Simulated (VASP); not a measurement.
Input for VASP

File KPOINTS:
```
Automatic mesh
0
Gamma
7 7 4
0 0 0
```

**POSCAR**
```
SnS2
1
    1.8451937216    -3.1959695610     0.0000000000
    1.8451937216     3.1959695610     0.0000000000
    0.0000000000    -0.0000000000     5.8736450099
Sn S
1 2
Direct
  1.0000000000   0.0000000000   0.0000000000
  0.3333330000   0.6666670000   0.2524743180
  0.6666670000   0.3333330000   0.7475256820
```

INCAR:
```
# general
SYSTEM   = SnS2
PREC     = Accurate
ENCUT    = 520   # plane-wave cut-off (eV)
LREAL    = .FALSE.   # projection in real space or not
LASPH    = .TRUE.

# electronic loop
EDIFF    = 1E-7
NELM     = 100
ALGO     = Normal
LMAXMIX  = 4   # l cut-off of mixed one-centre charges

# smearing
ISMEAR   = 0
SIGMA    = 0.05

# functional
GGA      = MK
LUSE_VDW = .TRUE.
AGGAC    = 0.0
PARAM1   = 0.1234568
PARAM2   = 0.7114
ZAB_VDW  = -1.8867

# ions
IBRION   = 2   # conjugate gradients
NSW      = 30
ISIF     = 4
EDIFFG   = -0.01   # ionic stop

# output
LWAVE    = .FALSE.
LCHARG   = .FALSE.
```

POTCAR, in this order: Sn_d S (PBE.64 set). Program: vasp_std.

Question: Translate this rev-vdW-DF2 calculation to Quantum ESPRESSO's pw.x.

Answer: One equivalent input (not run):
```
&CONTROL
  calculation = 'vc-relax'
  pseudo_dir = './pseudo'
  outdir = './out'
  tprnfor = .true.
  tstress = .true.
  nstep = 30
  forc_conv_thr = 0.00039
/
&SYSTEM
  ibrav = 0
  nat = 3
  ntyp = 2
  ecutwfc = 72
  occupations = 'smearing'
  smearing = 'gaussian'
  degauss = 0.003675
  input_dft = 'vdw-df2-b86r'
/
&ELECTRONS
  conv_thr = 7.3e-09
  electron_maxstep = 100
/
&IONS
/
&CELL
  cell_dofree = 'shape'
/
ATOMIC_SPECIES
  Sn 118.710 Sn.upf
  S 32.060 S.upf
CELL_PARAMETERS angstrom
     1.8451937   -3.1959696    0.0000000
     1.8451937    3.1959696    0.0000000
     0.0000000   -0.0000000    5.8736450
ATOMIC_POSITIONS crystal
  Sn   1.0000000  0.0000000  0.0000000
  S    0.3333330  0.6666670  0.2524743
  S    0.6666670  0.3333330  0.7475257
K_POINTS automatic
  7 7 4 0 0 0
```
Limits of the translation: the potentials are each code's own (VASP's PAW set, PseudoDojo norm-conserving files in pw.x), so ENCUT and ecutwfc are chosen apart and not converted; conv_thr bounds pw.x's estimated SCF error, while EDIFF bounds the energy change between steps; forc_conv_thr acts on force components and is met together with etot_conv_thr.

The compound is SnS2 in the 1T layered structure. It was relaxed first.
